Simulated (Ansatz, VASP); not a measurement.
# Al17Ga10O40 (amorphous 37Ga2O3-63Al2O3 (mol %)) in two plane-wave programs, part 2 of 2

Aim: how closely do two programs agree when they are given the same cell, functional and k mesh? The structure shown is the start of the Ansatz relaxation below; VASP solves that cell, so the two are compared at the walk's first step.

VASP 6.6.1 and Ansatz 0.2.0.

So far: The starting structure; Ansatz: relaxation, PBE.

**3. VASP: single point, PBE, start cell**

Level of this step: PBE, zero-moment start; plane waves and PAW (Ga_d, Al, O) (VASP).

The same cell, functional, mesh and smearing now go to VASP, with its own data sets.

Lines of VASP's logs that name or quote its potential files are left out, and so is its time.

File INCAR:

```
SYSTEM = Al17Ga10O40
PREC = Accurate
ENCUT = 520
EDIFF = 1E-06
NELM = 200
ISMEAR = -1
SIGMA = 0.025
LREAL = Auto
ALGO = Normal
GGA = PE
NBANDS = 514
ISPIN = 2
MAGMOM = 0 -0 0 -0 -0 0 0 -0 -0 -0 0 -0 -0 0 -0 0 0 -0 -0 -0 -0 -0 -0 -0 0 -0 -0 -0 0 0 -0 -0 -0 -0 -0 -0 -0 0 -0 0 0 -0 -0 -0 -0 -0 -0 -0 0 -0 -0 0 0 0 -0 -0 0 -0 0 -0 -0 0 0 -0 0 0 0 -0 -0 0 0 0 0 -0 -0 -0 -0 0 0 0 0 0 -0 0 -0 0 0 0 -0 0 0 -0 -0 0 -0 -0 -0 -0 0 -0 -0 0 0 0 0 0 0 -0 -0 0 -0 -0 -0 0 -0 -0 -0 -0 -0 0 -0 0 0 0 -0 0 0 0 0 -0 0 -0 -0 -0
LORBIT = 11
LWAVE = .FALSE.
LCHARG = .FALSE.
ISIF = 2
LASPH = .TRUE.
GGA_COMPAT = .FALSE.
```

File POSCAR:

```
Al17Ga10O40
1.0
   11.1763400000      0.0000000000      0.0000000000
    0.0000000000     11.1763400000      0.0000000000
    0.0000000000      0.0000000000     11.1763400000
Ga Al O
20 34 80
Direct
    0.0781472289      0.0873541786      0.8874372111
    0.5425389707      0.0481910894      0.0240597548
    0.3100657281      0.8009330425      0.1807836913
[... 11 atom lines left out ...]
    0.8484888613      0.1451816963      0.5543138451
[... 3 atom lines left out ...]
    0.0009484321      0.8025883250      0.5090306845
[... 3 atom lines left out ...]
    0.4260607677      0.0297503476      0.3046525070
[... 1 atom line left out ...]
    0.2708400067      0.2343522119      0.0346088254
    0.0834978177      0.8372597827      0.9996206271
[... 2 atom lines left out ...]
    0.9684923687      0.8636279855      0.2490618575
[... 6 atom lines left out ...]
    0.3697632678      0.1958333408      0.5221208374
[... 1 atom line left out ...]
    0.7981593259      0.1652956156      0.2995703423
[... 1 atom line left out ...]
    0.0883115582      0.2360880217      0.6735031325
    0.1712635800      0.0142533244      0.6362995399
    0.3662200685      0.3300633302      0.3118194328
[... 3 atom lines left out ...]
    0.2226220748      0.4751018670      0.1503980731
    0.1707625215      0.0336424983      0.1734020261
[... 4 atom lines left out ...]
    0.8476030615      0.0129022560      0.0554474900
    0.0511258605      0.0836767672      0.4031194470
[... 4 atom lines left out ...]
    0.9127138222      0.0887141945      0.9352882965
    0.2960629329      0.3248022161      0.1622087374
    0.0921768665      0.8934678079      0.1528228382
[... 3 atom lines left out ...]
    0.8560405285      0.9656202299      0.2110977297
    0.9362993610      0.2673236498      0.6331231870
[... 1 atom line left out ...]
    0.2339227332      0.3072383267      0.9042495128
    0.9233523676      0.8712243901      0.9916394813
[... 1 atom line left out ...]
    0.0823435937      0.4308118758      0.0690118590
    0.4775713695      0.9203012793      0.4158964384
    0.8192664146      0.1666198416      0.1423274525
[... 5 atom lines left out ...]
    0.8258785971      0.9752656057      0.5443642552
    0.1092128550      0.1303199437      0.5420558072
    0.0210981413      0.9213660286      0.3897161325
    0.6927401994      0.0599212264      0.3564762704
[... 2 atom lines left out ...]
    0.1609829336      0.9387241261      0.9065132235
[... 1 atom line left out ...]
    0.3895192881      0.1538517976      0.9585159363
[... 1 atom line left out ...]
    0.3251690625      0.3460703593      0.4713797182
[... 7 atom lines left out ...]
    0.9161496519      0.1642308663      0.4013031100
    0.1595513379      0.1240030278      0.0439768296
[... 1 atom line left out ...]
    0.3101730978      0.9660228662      0.2111693095
[... 2 atom lines left out ...]
    0.3249632706      0.0440573569      0.5638607988
[... 9 atom lines left out ...]
    0.1471501404      0.8621337576      0.5934143020
[... 6 atom lines left out ...]
    0.2818632934      0.7573141118      0.3418113622
[... 2 atom lines left out ...]
    0.5344504552      0.0303677232      0.1917175032
[... 1 atom line left out ...]
    0.3751585940      0.1705209398      0.3492109224
[... 2 atom lines left out ...]
    0.9169638719      0.4922810151      0.2890481141
[... 2 atom lines left out ...]
    0.3204000594      0.5102475408      0.2869275630
[... 2 atom lines left out ...]
    0.7242442517      0.3015119440      0.3311817643
    0.7450739688      0.4146437922      0.1380774028
```

File KPOINTS:

```
Automatic mesh
0
Gamma
1 1 1
0 0 0
```

PAW data sets: Ga_d, Al and O (PBE family, release 64).

Command:

```
> export OMP_NUM_THREADS=3
> mpirun -np 1 vasp_gam
```

Numbers of over 12 decimals in the logs are rounded to 6 here.

The log of the run:

```text
[banner, memory and clock lines left out]
running    1 mpi-ranks, on    1 nodes
[...]
Offloading initialized ...    1 GPUs detected
[...]
LDA part: xc-table for (Slater+PW92), standard interpolation
 POSCAR, INCAR and KPOINTS ok, starting setup
[...]
entering main loop
       N       E                     dE             d eps       ncg     rms          rms(c)
DAV:   1     0.220474635112E+05    0.22047E+05   -0.31372E+05  2072   0.261E+03
DAV:   2     0.502252026509E+04   -0.17025E+05   -0.16020E+05  2064   0.815E+02
DAV:   3    -0.349350064080E+03   -0.53719E+04   -0.49962E+04  2856   0.345E+02
DAV:   4    -0.100499141134E+04   -0.65564E+03   -0.64615E+03  2912   0.131E+02
[...]
DAV:  18    -0.899476694001E+03   -0.38499E-05   -0.55379E-05  3520   0.423E-02    0.851E-03
DAV:  19    -0.899476696572E+03   -0.25706E-05   -0.16671E-05  2680   0.136E-02    0.622E-03
DAV:  20    -0.899476697385E+03   -0.81280E-06   -0.84553E-06  2224   0.824E-03
   1 F= -.89947670E+03 E0= -.89947670E+03  d E =-.313932E-10  mag=    -0.0000
```

OUTCAR, selected parts (step 3):

```text
  Total       92.4527796     68.7389164     57.0930200     -6.4317787    -13.2346774    -10.0943634
  in kB      106.1039958     78.8886363     65.5231523     -7.3814700    -15.1888582    -11.5848576
  external PRESSURE =      83.5052615 kB  Pullay stress =       0.0000000 kB

 magnetization (x)
# of ion       s       p       d       tot
------------------------------------------
    1       -0.000  -0.000  -0.000  -0.000
    2       -0.000  -0.000  -0.000  -0.000
    3       -0.000  -0.000  -0.000  -0.000
    4        0.000   0.000  -0.000  -0.000
    5        0.000   0.000   0.000   0.000
    6        0.000   0.000  -0.000   0.000
    7        0.000   0.000   0.000   0.000
    8       -0.000  -0.000  -0.000  -0.000
    9       -0.000  -0.000  -0.000  -0.000
   10       -0.000  -0.000  -0.000  -0.000
   11       -0.000  -0.000  -0.000  -0.000
   12        0.000   0.000  -0.000   0.000
   13        0.000   0.000  -0.000  -0.000
[...]
--------------------------------------------------
tot          0.000   0.000  -0.000   0.000

[... 3 further parts left out ...]
[key lines of the parts left out:]
E-fermi :   6.6689
```

The run ends at a pressure of 8.35 GPa, with forces up to 2.3 eV/Å.

**4. Comparison**

Known differences besides the potentials themselves: the cutoff is 420 eV in Ansatz and 520 eV in VASP (PREC = Accurate, projectors in real space). Total energies have different zeros and are not compared.

Forces on 10 of the 134 atoms, those with the largest forces and the largest differences (eV/Å; atoms numbered as in POSCAR):

```
atom         Ansatz x, y, z           VASP x, y, z
Al47   -1.042, 0.434, 1.911   -1.053, 0.440, 1.928
Al53  1.051, -0.453, -2.008  1.070, -0.456, -2.018
 O58    0.023, 0.035, 0.003   -0.009, 0.007, 0.041
 O60  0.070, -0.281, -0.251  0.065, -0.286, -0.259
 O63   0.010, -0.028, 0.018   0.032, -0.076, 0.068
 O79   0.015, 0.149, -0.293   0.015, 0.158, -0.288
 O96   0.486, 0.132, -0.274   0.499, 0.127, -0.320
 O97   -0.105, 0.120, 0.635   -0.093, 0.118, 0.667
 O98  0.011, -0.006, -0.023   0.015, 0.060, -0.049
O124  -0.338, 0.007, -0.108  -0.342, 0.011, -0.110
```

The forces differ by 19 meV/Å r.m.s., which is 10.3 % of the r.m.s. force of 0.180 eV/Å (both taken over all components). Moments aren't recorded for both runs of this pair, so they may hold unlike magnetic states.

**5. Outcome**

```
r.m.s. force difference (single point, PBE, start cell) : 19 meV/Å
```

In words: The r.m.s. force difference is 19 meV/Å (single point, PBE, start cell), beyond the 12 meV/Å picked in this series as the mark of a large difference. What causes the difference of the single point, PBE, start cell pair stays open here. 1 further run of this series is not shown here. How closely two codes agree says nothing of how well the functional describes the real material.

[Lines on the potential files, build, host, timing and source positions are cut from VASP's logs without a mark.]

[Logs are printed without paths, hosts, clocks, repeated set-up lines and the standing remarks that a program may print on its own settings, such as how far it seeks lower states.]

[Hosts, paths, dates, database ids (printed as entryN), source tags and the programs' standing remarks are cut or masked in the printed files.]
